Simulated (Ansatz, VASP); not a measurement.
# Ta16F (F/Ta(110)) in two plane-wave programs, part 2 of 2

Wanted: the spread between two codes on one cell, functional and k mesh. The structure shown is the start of the Ansatz relaxation below; VASP solves that cell, so the two are compared at the walk's first step.

VASP 6.6.1 and Ansatz 0.2.0.

So far: Starting point; Ansatz: relaxation, PBE.

## Step 3: VASP: single point, PBE, start cell

Level of this step: PBE; plane waves and PAW (Ta_pv, F) (VASP).

The same cell, functional, mesh and smearing now go to VASP, with its own data sets.

Lines of VASP's logs that name or quote its potential files are left out, and so is its time.

File INCAR:

```
SYSTEM = Ta16F
PREC = Accurate
ENCUT = 520
EDIFF = 1E-06
NELM = 120
ISMEAR = -1
SIGMA = 0.1
LREAL = .FALSE.
ALGO = Normal
GGA = PE
NBANDS = 113
LASPH = .TRUE.
LORBIT = 11
LWAVE = .FALSE.
LCHARG = .FALSE.
ISIF = 2
LDIPOL = .TRUE.
IDIPOL = 3
DIPOL = 0.5 0.5 0.48
LVHAR = .TRUE.
GGA_COMPAT = .FALSE.
NELMDL = -8
KPAR = 4
```

File POSCAR:

```
Ta16F
1.0
    4.6810468914     -3.3100000000      0.0000000000
    4.6810468914      3.3100000000      0.0000000000
    0.0000000000      0.0000000000     26.6455904908
Ta F
16 1
Direct
    0.0000000000      0.0000000000      0.3377669563
    0.2499999524      0.2499999524      0.4256059930
    0.0000000000      0.0000000000      0.5135350633
    0.2499999524      0.2499999524      0.5979524832
    0.9999999524      0.4999999524      0.3377669563
    0.2500000116      0.7500000116      0.4256059930
    0.9999999524      0.4999999524      0.5135350633
    0.2500000116      0.7500000116      0.5979524832
    0.4999999524      0.9999999524      0.3377669563
    0.7500000116      0.2500000116      0.4256059930
    0.4999999524      0.9999999524      0.5135350633
    0.7500000116      0.2500000116      0.5979524832
    0.5000000116      0.5000000116      0.3377669563
    0.7499999640      0.7499999640      0.4256059930
    0.5000000116      0.5000000116      0.5135350633
    0.7499999640      0.7499999640      0.5979524832
    0.4199999585      0.4199999585      0.6622330252
```

File KPOINTS:

```
Automatic mesh
0
Gamma
6 6 1
0 0 0
```

The projector-augmented-wave data sets are Ta_pv and F (PBE family, release 64).

Command:

```console
> mpirun -np 4 vasp_std
```

Numbers of over 12 decimals in the logs are rounded to 6 here.

The program printed:

```text
[banner, memory and clock lines left out]
running    4 mpi-ranks, on    1 nodes
 distrk:  each k-point on    1 cores,    4 groups
 distr:  one band on    1 cores,    1 groups

 POSCAR found type information on POSCAR TaF
 POSCAR found :  2 types and      17 ions
|                                                                             |
|               ----> ADVICE to this user running VASP <----                  |
|                                                                             |
|     You have a (more or less) 'large supercell' and for larger cells it     |
|     might be more efficient to use real-space projection operators.         |
|     Therefore, try LREAL= Auto in the INCAR file.                           |
|     Mind: For very accurate calculation, you might also keep the            |
|     reciprocal projection scheme (i.e. LREAL=.FALSE.).                      |
|                                                                             |

 LDA part: xc-table for (Slater+PW92), standard interpolation
 POSCAR, INCAR and KPOINTS ok, starting setup
 FFT: planning ... GRIDC
 FFT: planning ... GRID_SOFT
 FFT: planning ... GRID
 WAVECAR not read
 entering main loop
       N       E                     dE             d eps       ncg     rms          rms(c)
DAV:   1     0.164619363542E+04    0.16462E+04   -0.10132E+05  3706   0.142E+03
DAV:   2    -0.105702304921E+03   -0.17519E+04   -0.17162E+04  3396   0.388E+02
DAV:   3    -0.196886162257E+03   -0.91184E+02   -0.87049E+02  3620   0.745E+01
DAV:   4    -0.201547544949E+03   -0.46614E+01   -0.45702E+01  3812   0.144E+01
DAV:   5    -0.201749679597E+03   -0.20213E+00   -0.20092E+00  3964   0.260E+00
DAV:   6    -0.201758140572E+03   -0.84610E-02   -0.84299E-02  3972   0.462E-01
DAV:   7    -0.201758581030E+03   -0.44046E-03   -0.43951E-03  3956   0.915E-02
DAV:   8    -0.201758610523E+03   -0.29492E-04   -0.29443E-04  3564   0.189E-02    0.516E+01
DAV:   9    -0.214353132183E+03   -0.12595E+02   -0.17912E+02  3850   0.447E+01    0.291E+01
DAV:  10    -0.289881465729E+03   -0.75528E+02   -0.77169E+02  4199   0.490E+01    0.359E+01
DAV:  11    -0.258565884624E+03    0.31316E+02   -0.98932E+02  4453   0.646E+01    0.446E+01
DAV:  12    -0.200414688554E+03    0.58151E+02   -0.41639E+02  4123   0.293E+01    0.184E+01
DAV:  13    -0.188976596284E+03    0.11438E+02   -0.69721E+01  3900   0.144E+01    0.938E+00
DAV:  14    -0.187043223844E+03    0.19334E+01   -0.21033E+01  3932   0.878E+00    0.562E+00
[...]
DAV:  29    -0.186119752734E+03   -0.12763E-03   -0.16435E-05  2644   0.139E-02    0.616E-03
DAV:  30    -0.186119820536E+03   -0.67802E-04   -0.68567E-06  2740   0.700E-03    0.435E-03
DAV:  31    -0.186119869672E+03   -0.49136E-04   -0.28073E-06  2340   0.549E-03    0.261E-03
DAV:  32    -0.186119887682E+03   -0.18010E-04   -0.90063E-07  2172   0.313E-03    0.186E-03
DAV:  33    -0.186119896411E+03   -0.87294E-05   -0.47940E-07  2028   0.203E-03    0.852E-04
DAV:  34    -0.186119902316E+03   -0.59052E-05   -0.31397E-07  2084   0.110E-03    0.573E-04
DAV:  35    -0.186119904583E+03   -0.22670E-05   -0.10633E-07  1932   0.685E-04    0.393E-04
DAV:  36    -0.186119905519E+03   -0.93576E-06   -0.70379E-08  1908   0.651E-04
   1 F= -.18611991E+03 E0= -.18575319E+03  d E =-.733437E+00
```

Parts of OUTCAR (step 3):

```text
ion  position               nearest neighbor table
   1  0.000  0.000  0.338-   5 2.87   9 2.87   6 2.87  10 2.87   5 2.87   9 2.87   2 3.31  14 3.31
                            13 3.31  13 3.31
   2  0.250  0.250  0.426-   6 2.87  10 2.87   9 2.87   5 2.87  10 2.87   6 2.87   7 2.87  11 2.87
                             1 3.31  14 3.31  14 3.31  13 3.31   3 3.31  15 3.31
   3  0.000  0.000  0.514-   8 2.79  12 2.79  11 2.87   7 2.87   7 2.87  11 2.87   6 2.87  10 2.87
                             4 3.25  16 3.25  15 3.31  15 3.31   2 3.31  14 3.31
   4  0.250  0.250  0.598-  17 2.34  11 2.79   7 2.79  12 2.87   8 2.87   8 2.87  12 2.87   3 3.25
                            15 3.25  16 3.31  16 3.31
   5  1.000  0.500  0.338-  13 2.87   1 2.87   2 2.87  14 2.87   1 2.87  13 2.87  10 3.31   9 3.31
                             9 3.31   6 3.31
   6  0.250  0.750  0.426-   2 2.87  14 2.87  13 2.87   1 2.87  14 2.87   2 2.87  15 2.87   3 2.87
                             9 3.31  10 3.31  10 3.31   5 3.31  11 3.31   7 3.31
   7  1.000  0.500  0.514-   4 2.79  16 2.79  15 2.87   3 2.87   3 2.87  15 2.87   2 2.87  14 2.87
                            12 3.25   8 3.25  11 3.31  11 3.31  10 3.31   6 3.31
   8  0.250  0.750  0.598-  17 2.50  15 2.79   3 2.79   4 2.87  16 2.87  16 2.87   4 2.87  11 3.25
                             7 3.25  12 3.31  12 3.31
   9  0.500  1.000  0.338-  13 2.87   1 2.87   2 2.87  14 2.87   1 2.87  13 2.87   6 3.31   5 3.31
                             5 3.31  10 3.31
  10  0.750  0.250  0.426-   2 2.87  14 2.87  13 2.87   1 2.87  14 2.87   2 2.87  15 2.87   3 2.87
                             5 3.31   6 3.31   6 3.31   9 3.31   7 3.31  11 3.31
  11  0.500  1.000  0.514-   4 2.79  16 2.79  15 2.87   3 2.87   3 2.87  15 2.87   2 2.87  14 2.87
                             8 3.25  12 3.25   7 3.31   7 3.31   6 3.31  10 3.31
  12  0.750  0.250  0.598-  17 2.50  15 2.79   3 2.79   4 2.87  16 2.87  16 2.87   4 2.87   7 3.25
                            11 3.25   8 3.31   8 3.31
  13  0.500  0.500  0.338-   5 2.87   9 2.87   6 2.87  10 2.87   9 2.87   5 2.87  14 3.31   1 3.31
                             1 3.31   2 3.31
  14  0.750  0.750  0.426-   6 2.87  10 2.87   9 2.87   5 2.87   6 2.87  10 2.87   7 2.87  11 2.87
                            13 3.31   1 3.31   2 3.31   2 3.31  15 3.31   3 3.31
  15  0.500  0.500  0.514-   8 2.79  12 2.79  11 2.87   7 2.87  11 2.87   7 2.87   6 2.87  10 2.87
                            16 3.25   4 3.25   3 3.31   3 3.31  14 3.31   2 3.31
  16  0.750  0.750  0.598-   7 2.79  11 2.79   8 2.87  12 2.87   8 2.87  12 2.87  15 3.25   3 3.25
                             4 3.31   4 3.31
  17  0.420  0.420  0.662-   4 2.34   8 2.50  12 2.50

  LATTYP: Found a base centered orthorhombic cell.
 ALAT       =     6.6200000000
 B/A-ratio  =     1.4142135624
 C/A-ratio  =     4.0250136693

 Subroutine GETGRP returns: Found  2 space group operations
 (whereof  2 operations were pure point group operations)

The static configuration has the point symmetry C_1h.

 Found     13 irreducible k-points:

   k-points           NKPTS =     13   k-points in BZ     NKDIM =     13   number of bands    NBANDS=    113

   dimension x,y,z NGX =    48 NGY =   48 NGZ =  200
   dimension x,y,z NGXF=    96 NGYF=   96 NGZF=  400

   ENCUT  =  520.0 eV  38.22 Ry    6.18 a.u.  10.66 10.66 49.54*2*pi/ulx,y,z

   NELECT =     183.0000    total number of electrons

 k-points in reciprocal lattice and weights: Automatic mesh
   0.00000000  0.00000000  0.00000000       0.028
   0.16666667 -0.00000000  0.00000000       0.111
   0.33333333  0.00000000  0.00000000       0.111
   0.50000000  0.00000000  0.00000000       0.056
   0.16666667  0.16666667  0.00000000       0.056
   0.33333333  0.16666667  0.00000000       0.111
   0.50000000  0.16666667  0.00000000       0.111
  -0.33333333  0.16666667  0.00000000       0.111
  -0.16666667  0.16666667  0.00000000       0.056
   0.33333333  0.33333333  0.00000000       0.056
   0.50000000  0.33333333  0.00000000       0.111
  -0.33333333  0.33333333  0.00000000       0.056
   0.50000000  0.50000000  0.00000000       0.028

 dipolmoment           0.000000      0.000000      0.027797 electrons x Angstroem

 average (electrostatic) potential at core
       1 -43.4630       2 -43.0377       3 -42.9174       4 -43.5513       5 -43.4562
       6 -43.0336       7 -42.9523       8 -43.5663       9 -43.4562      10 -43.0336
      11 -42.9523      12 -43.5663      13 -43.4587      14 -43.0316      15 -42.9837
      16 -43.4002      17 -81.5782

 E-fermi :  -1.0057

 k-point     1 :       0.0000    0.0000    0.0000
  band No.  band energies     occupation
    ...
     84      -1.3305      1.92523
     85      -1.1563      1.63701
     86      -1.1556      1.63512
     87      -1.1029      1.45130
     88      -1.0725      1.32233
     89      -0.8815      0.44839
     90      -0.8547      0.36208
     91      -0.5923      0.03154
     92      -0.5712      0.02563
     93      -0.4506      0.00774
    ...

 k-point     2 :       0.1667   -0.0000    0.0000
  band No.  band energies     occupation
    ...
     86      -1.3178      1.91557
     87      -1.1985      1.74607
     88      -1.1257      1.53708
     89      -1.0565      1.24890
     90      -0.9996      0.96978
     91      -0.7928      0.21265
     92      -0.6595      0.06083
     93      -0.3653      0.00330
     94      -0.3231      0.00217
     95      -0.2292      0.00085
    ...

 k-point     3 :       0.3333    0.0000    0.0000
  band No.  band energies     occupation
    ...
     91      -1.1773      1.69527
     92      -1.1344      1.56757
     93      -1.0644      1.28579
     94      -0.9998      0.97081
     95      -0.9453      0.70685
     96      -0.7721      0.17650
     97      -0.4002      0.00468
     98      -0.1251      0.00030
     99      -0.0121      0.00010
    100       0.1262      0.00002
    ...

  Total       -9.7337831    -10.1444939     -6.0629262      0.0000000      0.0000000     -0.2302126
  in kB      -18.8871278    -19.6840580    -11.7643121      0.0000000      0.0000000     -0.4466974
  external PRESSURE =     -16.7784993 kB  Pullay stress =       0.0000000 kB

  energy-cutoff  :      520.00
  volume of cell :      825.71
      direct lattice vectors                 reciprocal lattice vectors
     4.681046891 -3.310000000  0.000000000     0.106813713 -0.151057402  0.000000000
     4.681046891  3.310000000  0.000000000     0.106813713  0.151057402  0.000000000
     0.000000000  0.000000000 26.645590491     0.000000000  0.000000000  0.037529662

 POSITION                                       TOTAL-FORCE (eV/Angst)
 -----------------------------------------------------------------------------------
      0.00000      0.00000      9.00000         0.006548     -0.000000      0.397872
      2.34052      0.00000     11.34052        -0.005008     -0.000000     -0.426547
      0.00000      0.00000     13.68344         0.085823     -0.000000     -0.310439
      2.34052      0.00000     15.93280        -0.494855     -0.000000      0.700085
      7.02157     -1.65500      9.00000         0.011575     -0.007834      0.409482
      4.68105      1.65500     11.34052         0.001205      0.037408     -0.456822
      7.02157     -1.65500     13.68344        -0.062266      0.081996     -0.017790
      4.68105      1.65500     15.93280         0.225127      0.190306      0.847968
      7.02157      1.65500      9.00000         0.011575      0.007834      0.409482
      4.68105     -1.65500     11.34052         0.001205     -0.037408     -0.456822
      7.02157      1.65500     13.68344        -0.062266     -0.081996     -0.017790
      4.68105     -1.65500     15.93280         0.225127     -0.190306      0.847968
      4.68105      0.00000      9.00000        -0.002302     -0.000000      0.419004
      7.02157      0.00000     11.34052        -0.005428     -0.000000     -0.399876
      4.68105      0.00000     13.68344        -0.010458     -0.000000      0.188431
      7.02157      0.00000     15.93280         0.182275     -0.000000     -0.427328
      3.93208      0.00000     17.64559        -0.107876     -0.000000     -1.706877
 -----------------------------------------------------------------------------------
    total drift:                                0.000635     -0.000000      0.000855

  FREE ENERGIE OF THE ION-ELECTRON SYSTEM (eV)
  ---------------------------------------------------
  free  energy   TOTEN  =      -186.1199055192 eV

  energy  without entropy=     -185.3864682739  energy(sigma->0) =     -185.75318690

 vacuum level on the upper side and lower side of the slab         3.957         3.795

 total charge
# of ion       s       p       d       tot
------------------------------------------
    1        0.375   6.089   2.358   8.822
    2        0.368   6.177   2.357   8.902
    3        0.372   6.188   2.382   8.942
    4        0.365   6.111   2.371   8.848
    5        0.375   6.088   2.359   8.823
    6        0.368   6.176   2.359   8.903
    7        0.372   6.183   2.386   8.941
    8        0.370   6.099   2.381   8.850
    9        0.375   6.088   2.359   8.823
   10        0.368   6.176   2.359   8.903
   11        0.372   6.183   2.386   8.941
   12        0.370   6.099   2.381   8.850
   13        0.375   6.088   2.360   8.823
   14        0.368   6.177   2.358   8.903
   15        0.372   6.184   2.383   8.939
   16        0.384   6.089   2.406   8.879
   17        1.743   4.273   0.000   6.016
--------------------------------------------------
tot          7.691 102.469  37.947 148.107

[... 3 further parts left out ...]
```

This run has no spin polarisation. Its electron count is odd, so without a moment it is a metal by construction.

## Step 4: Differences

Known differences besides the potentials themselves: the data sets hold 215 valence electrons in Ansatz (on its default PAW (the set named soft_2) files) and 183 in VASP; the cutoff is 420 eV in Ansatz and 520 eV in VASP. Total energies have different zeros and are not compared.

Forces on 7 of the 17 atoms, those with the largest forces and the largest differences (eV/Å; atoms numbered as in POSCAR):

| atom | Ansatz x, y, z | VASP x, y, z |
| --- | --- | --- |
| Ta4 | -0.469, 0.000, 0.714 | -0.495, 0.000, 0.700 |
| Ta6 | 0.001, 0.037, -0.449 | 0.001, 0.037, -0.457 |
| Ta8 | 0.217, 0.179, 0.853 | 0.225, 0.190, 0.848 |
| Ta10 | 0.001, -0.037, -0.449 | 0.001, -0.037, -0.457 |
| Ta12 | 0.217, -0.179, 0.853 | 0.225, -0.190, 0.848 |
| Ta16 | 0.183, 0.000, -0.433 | 0.182, 0.000, -0.427 |
| F17 | -0.118, 0.000, -1.736 | -0.108, 0.000, -1.707 |

The forces differ by 7.3 meV/Å r.m.s., which is 2.0 % of the r.m.s. force of 0.373 eV/Å (both taken over all components). Where the cell holds vacuum, a pressure given here is an average over it and none of the material.

## Step 5: What came out

```json
{"r.m.s. force difference (single point, PBE, start cell)": "2.0 % of the r.m.s. force"}
```

In words: The r.m.s. force difference is 2.0 % of the r.m.s. force (single point, PBE, start cell), within the 3 % picked in this series as the mark of a large difference. The data sets hold unlike numbers of valence electrons (215 in Ansatz and 183 in VASP), so part of the differences may come from the potentials. How closely two codes agree says nothing of how well the functional describes the real material.

[Lines on the potential files, build, host, timing and source positions are cut from VASP's logs without a mark.]

[Logs are printed without paths, hosts, clocks, repeated set-up lines and the standing remarks that a program may print on its own settings, such as how far it seeks lower states.]

[Hosts, paths, dates, database ids (printed as entryN), source tags and the programs' standing remarks are cut or masked in the printed files.]
